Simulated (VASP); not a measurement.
An input for Ansatz (written as the equivalent of a VASP run, and not itself run):

Ansatz 0.2 input:
```yaml
crystal:
  lattice:
    - [-0.0043751, 5.9951363, 5.9898459]
    - [5.9951363, -0.0043751, 5.9898459]
    - [2.9953806, 2.9953806, 0.0000000]
  atoms:
    - { symbol: Al, position: [0.9992263, 0.9992263, 0.0015473] }
    - { symbol: Al, position: [0.9760294, 0.5095857, 0.0143848] }
    - { symbol: Al, position: [0.5095857, 0.9760294, 0.0143848] }
    - { symbol: Al, position: [0.5144881, 0.5144881, 0.9710239] }
    - { symbol: Sb, position: [0.1267211, 0.1267211, 0.2465579] }
    - { symbol: Sb, position: [0.1269232, 0.6224122, 0.2506646] }
    - { symbol: Sb, position: [0.6224122, 0.1269232, 0.2506646] }
    - { symbol: P, position: [0.6246140, 0.6246140, 0.2507720] }
kpoints:
  mp_grid: { grid: [4, 4, 7] }
hamiltonian:
  xc: pbesol
  pseudopotentials: { kind: paw }
scf:
  occupations: { method: tetrahedron }
  max_iter: 100
output: { forces: true, stress: true, eigenvalues: true }
```

Task: Write the VASP files for the same calculation (PBEsol).

Result: This is not unique; one that fits is 
**INCAR**
```
ALGO = Normal
EDIFF = 1E-7
ENCUT = 400
GGA = PS
ISIF = 2
ISMEAR = -5
LASPH = .TRUE.
LCHARG = .TRUE.
LEFG = .TRUE.
LMAXMIX = 4
LORBIT = 11
LREAL = .FALSE.
LWAVE = .FALSE.
NEDOS = 601
NELM = 100
PREC = Accurate
SYSTEM = Al4PSb3
```

### KPOINTS
```
Automatic mesh
0
Gamma
4 4 7
0 0 0
```

File POSCAR:
```
Al4PSb3
8.4746640
 -0.0005162621   0.7074187580   0.7067945044
  0.7074187580  -0.0005162621   0.7067945044
  0.3534512479   0.3534512479   0.0000000000
Al Sb P
4 3 1
Cartesian
  0.7069024959   0.7069024959   1.4124953667
  0.3650709404   0.6952828034   1.0500246240
  0.6952828034   0.3650709404   1.0500246240
  0.7069024958   0.7069024958   0.7272746678
  0.1767256239   0.1767256239   0.1791315044
  0.5288382653   0.1780642305   0.5296261273
  0.1780642305   0.5288382653   0.5296261273
  0.5301768720   0.5301768720   0.8829474982
```

POTCAR, in this order: Al Sb P (PBE.64 set). Program: vasp_std.

Limits of the translation: each code has its own PAW files, so the cut-off isn't converted (ENCUT is set for VASP's; basis.ecutwfc is left out, and Ansatz then takes the one that its files recommend); Ansatz stops its SCF on the density residual and VASP on the energy change (EDIFF); the field gradients of LEFG aren't asked of the other code.

The structure was generated: Al4PSb3 was put into an ordered model structure (Amm2), which need not be its known phase. It was relaxed first.
